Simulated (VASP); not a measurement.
# ScAg3 (Pm-3m) in VASP: further runs

Runs on ScAg3. Level: LDA. Tasks: single point.

All numbers are computed with VASP 6.6.1; they aren't measurements. Logs are shortened: lines on timing, memory, paths and dates and some standing lists are left out, and cuts for length are marked.

## (1) The structure

The structure is cubic, space group Pm-3m (No. 221). Conventional cell: a = 5.136 Å, b = 5.136 Å, c = 5.136 Å, α = 90.00°, β = 90.00°, γ = 90.00°. Around Sc (site symmetry m-3m) lie 6 Ag at 2.57 Å. Ag (site symmetry 4/mmm) has 2 Sc at 2.57 Å as nearest neighbours.

The cell was built by a generator and needn't be a form met in nature.

## (2) Single point, LDA

INCAR reads:

```
SYSTEM = ScAg3
  ALGO = Fast
  EDIFF = 1E-6
  ENCUT = 520
  ISIF = 2
  ISMEAR = 1
  LASPH = .TRUE.
  LCHARG = .FALSE.
  LREAL = .FALSE.
  LWAVE = .FALSE.
  NBANDS = 30
  NELM = 100
  PREC = Accurate
  SIGMA = 0.05
```

KPOINTS reads:

```
k-points
0
G
  4 4 4
  0 0 0
```

POSCAR reads:

```
ScAg3
1.0
    5.1361909282      0.0000000000      0.0000000000
    0.0000000000      5.1361909282      0.0000000000
    0.0000000000      0.0000000000      5.1361909282
Sc Ag
1 3
Direct
    0.0000000000      0.0000000000      0.0000000000
    0.5000000000      0.0000000000      0.0000000000
    0.0000000000      0.0000000000      0.5000000000
    0.0000000000      0.5000000000      0.0000000000
```

Potentials or basis: VASP PAW LDA potentials, release 64 (Sc_sv, Ag).

Command:

```console
> cat potpaw_LDA.64/Sc_sv/POTCAR potpaw_LDA.64/Ag/POTCAR > POTCAR
> mpirun -np 1 vasp_std > vasp.out
```

OUTCAR:

```text
SYSTEM = ScAg3
   EDIFF = 1E-6
   ENCUT = 520
   ISIF = 2
   ISMEAR = 1
   LASPH = .TRUE.
   LREAL = .FALSE.
   NELM = 100
   PREC = Accurate

 ion  position               nearest neighbor table
   1  0.000  0.000  0.000-   2 2.57   3 2.57   4 2.57   3 2.57   4 2.57   2 2.57
   2  0.500  0.000  0.000-   1 2.57   1 2.57
   3  0.000  0.000  0.500-   1 2.57   1 2.57
   4  0.000  0.500  0.000-   1 2.57   1 2.57

  LATTYP: Found a simple cubic cell.
 ALAT       =     5.1361909282

  Lattice vectors:

 A1 = (   5.1361909282,   0.0000000000,   0.0000000000)
 A2 = (   0.0000000000,   5.1361909282,   0.0000000000)
 A3 = (   0.0000000000,   0.0000000000,   5.1361909282)

Analysis of symmetry for initial positions (statically):
=====================================================================
 Subroutine PRICEL returns:
 Original cell was already a primitive cell.

 Routine SETGRP: Setting up the symmetry group for a
 simple cubic supercell.

 Subroutine GETGRP returns: Found 48 space group operations
 (whereof 48 operations were pure point group operations)
 out of a pool of 48 trial point group operations.

The static configuration has the point symmetry O_h .

Analysis of symmetry for dynamics (positions and initial velocities):
=====================================================================
 Subroutine PRICEL returns:
 Original cell was already a primitive cell.

 Routine SETGRP: Setting up the symmetry group for a
 simple cubic supercell.

 Subroutine GETGRP returns: Found 48 space group operations
 (whereof 48 operations were pure point group operations)
 out of a pool of 48 trial point group operations.

The dynamic configuration has the point symmetry O_h .

 Subroutine INISYM returns: Found 48 space group operations
 (whereof 48 operations are pure point group operations),
 and found     1 'primitive' translations

----------------------------------------------------------------------------------------

                                     Primitive cell

  volume of cell :     135.4951

  direct lattice vectors                    reciprocal lattice vectors
[... 72 lines left out ...]
   LSORBIT =      F    spin-orbit coupling
   LASPH  =      T    aspherical Exc in radial PAW
   ENCUT  =  520.0 eV  38.22 Ry    6.18 a.u.   9.55  9.55  9.55*2*pi/ulx,y,z
   NELM   =    100;   NELMIN=  2; NELMDL= -5     # of ELM steps
   EDIFF  = 0.1E-05   stopping-criterion for ELM
   LREAL  =      F    real-space projection
   EDIFFG = 0.1E-04   stopping-criterion for IOM
   NSW    =      0    number of steps for IOM
   IBRION =     -1    ionic relax: 0-MD 1-quasi-New 2-CG
   NFREE  =      0    steps in history (QN), initial steepest desc. (CG)
   ISIF   =      2    stress and relaxation
   ISYM   =      2    0-nonsym 1-usesym 2-fastsym
   POTIM  = 0.5000    time-step for ionic-motion
   TEBEG  =    0.0;   TEEND  =   0.0 temperature during run
   PSTRESS=    0.0 pullay stress
   NELECT =      44.0000    total number of electrons
   NUPDOWN=      -1.0000    fix difference up-down
   EMIN   =  10.00;   EMAX   =-10.00  energy-range for DOS
   EFERMI =   0.00;   METHOD = LEGACY
   ISMEAR =     1;   SIGMA  =   0.05  broadening in eV -4-tet -1-fermi 0-gaus
   EFERMI_NEDOS =   21; number of points for ismear=-14 and -15
   IALGO  =     68    algorithm
   IMIX   =      4    mixing-type and parameters
     AMIX     =   0.40;   BMIX     =  1.00
     AMIX_MAG =   1.60;   BMIX_MAG =  1.00
  volume/ion in A,a.u.               =      33.87       228.59
  Fermi-wavevector in a.u.,A,eV,Ry     =   1.125256  2.126425 17.227703  1.266200
  Thomas-Fermi vector in A             =   2.261932
   LORBIT       =      0    0 simple, 1 ext, 2 COOP (PROOUT), +10 PAW based schemes
   GGA     = CA    functional components
   LHFCALC =     F    Hartree Fock is set to
   AEXX    =    0.0000 exact exchange contribution
   IVDW    =     0    specifies the selected vdW correction
   LEPSILON=     F    determine dielectric tensor
   LRPA    =     F    only Hartree local field effects (RPA)
 non-spin polarized calculation
 RMM-DIIS sequential band-by-band and
 Methfessel and Paxton  Order N= 1 SIGMA  =   0.05
  energy-cutoff  :      520.00
  volume of cell :      135.50
 maximum number of plane-waves:      3743
 NGX is ok and might be reduce to    40
   NGX = 19   NGY = 19   NGZ = 19

 number of electron      43.9999989 magnetization

 Free energy of the ion-electron system (eV)
  ---------------------------------------------------
  ext. energy  EPLUGINS =         0.00000000
  ---------------------------------------------------
  free energy    TOTEN  =       -12.40476998 eV

  energy without entropy =      -12.40439825  energy(sigma->0) =      -12.40464607

 E-fermi :   1.2930     XC(G=0):  -8.5094

 val. band max:        1.1502834811   @ k =   0.5000   0.5000   0.5000
 cond. band min:       1.3016786179   @ k =   0.5000   0.5000   0.5000
 fundamental gap:      0.1513951368
 Fermi energy:         1.2929502012

 k-point     1 :       0.0000    0.0000    0.0000
  band No.  band energies     occupation
      1     -48.2485      2.00000
      2     -27.2676      2.00000
      3     -27.2676      2.00000
      4     -27.2676      2.00000
      5      -4.4229      2.00000
      6      -3.9187      2.00000
[... 319 lines left out ...]
     29       5.1179      0.00000
     30       5.1179      0.00000

------------------------ aborting loop because EDIFF is reached ----------------------------------------

  FORCE on cell =-STRESS in cart. coord.  units (eV):
  Direction    XX          YY          ZZ          XY          YZ          ZX
  --------------------------------------------------------------------------------------
  -------------------------------------------------------------------------------------
  Total       -0.2413336     -0.2413336     -0.2413336     -0.0000000     -0.0000000     -0.0000000
  in kB       -2.8536774     -2.8536774     -2.8536774     -0.0000000     -0.0000000     -0.0000000
  external PRESSURE =      -2.8536774 kB  Pullay stress =       0.0000000 kB

 VOLUME and BASIS-vectors are now :
 -----------------------------------------------------------------------------
  energy-cutoff  :      520.00
  volume of cell :      135.50
      direct lattice vectors                 reciprocal lattice vectors
     5.136190928  0.000000000  0.000000000     0.194696812  0.000000000  0.000000000
     0.000000000  5.136190928  0.000000000     0.000000000  0.194696812  0.000000000
     0.000000000  0.000000000  5.136190928     0.000000000  0.000000000  0.194696812

 POSITION                                       TOTAL-FORCE (eV/Angst)
 -----------------------------------------------------------------------------------
      0.00000      0.00000      0.00000         0.000000      0.000000      0.000000
      2.56810      0.00000      0.00000         0.000000      0.000000      0.000000
      0.00000      0.00000      2.56810         0.000000      0.000000      0.000000
      0.00000      2.56810      0.00000         0.000000      0.000000      0.000000
 -----------------------------------------------------------------------------------
    total drift:                               -0.000000     -0.000000     -0.000000

  FREE ENERGIE OF THE ION-ELECTRON SYSTEM (eV)
  ---------------------------------------------------
  free  energy   TOTEN  =       -12.4047699849 eV

  energy  without entropy=      -12.4043982476  energy(sigma->0) =      -12.40464607
```

It took 39 s on 1 thread of Intel Xeon Platinum 8259CL at 2.50GHz (Skylake/Cascade Lake), shared host; peak memory 0.21 GiB.

Results:

```yaml
Free_energy: -12.4048 eV
Pressure: -0.3 GPa
Band_gap_on_the_k_mesh: none (metal or under the smearing width)
```

## (3) Single point, LDA

This run uses another cell than the first one, of 17.61 Å³/atom, 0.520 times its volume.

INCAR reads:

```
SYSTEM = ScAg3
PREC = Accurate ; ENCUT = 520
EDIFF = 1E-6 ; ISMEAR = 1
SIGMA = 0.05 ; LREAL = .FALSE.
LASPH = .TRUE. ; NELM = 100
ALGO = Normal ; ISIF = 2
LWAVE = .FALSE. ; LCHARG = .TRUE.
LELF = .TRUE. ; LVHAR = .TRUE.
NBANDS = 30
```

KPOINTS reads:

```
Automatic mesh
0
G
  5 5 5
  0 0 0
```

POSCAR reads:

```
ScAg3
1.0
    4.1298961610      0.0000000000      0.0000000000
    0.0000000000      4.1298961610      0.0000000000
    0.0000000000      0.0000000000      4.1298961610
Sc Ag
1 3
Direct
    0.0000000000      0.0000000000      0.0000000000
    0.0000000000      0.5000000000      0.5000000000
    0.5000000000      0.0000000000      0.5000000000
    0.5000000000      0.5000000000      0.0000000000
```

Potentials or basis: VASP PAW LDA potentials, release 64 (Sc_sv, Ag).

Command:

```console
> cat potpaw_LDA.64/Sc_sv/POTCAR potpaw_LDA.64/Ag/POTCAR > POTCAR
> mpirun -np 1 vasp_std > vasp.out
```

Run time: 13 s. Hardware: 1 thread of Intel Xeon Platinum 8259CL at 2.50GHz (Skylake/Cascade Lake), shared host; peak memory 0.16 GiB.

The run converged. Its results:

| Quantity | Value |
| --- | --- |
| Free energy | -18.4394 eV |
| Pressure | -1.9 GPa |
| Band gap on the k mesh | none (metal or under the smearing width) |

Levels at points of the mesh, in eV from the Fermi level:
```csv
k point,band 20,band 21,band 22,band 23,band 24,band 25
"(0.00, 0.00, 0.00)",-3.18,1.00,1.00,1.54,1.54,1.54
```
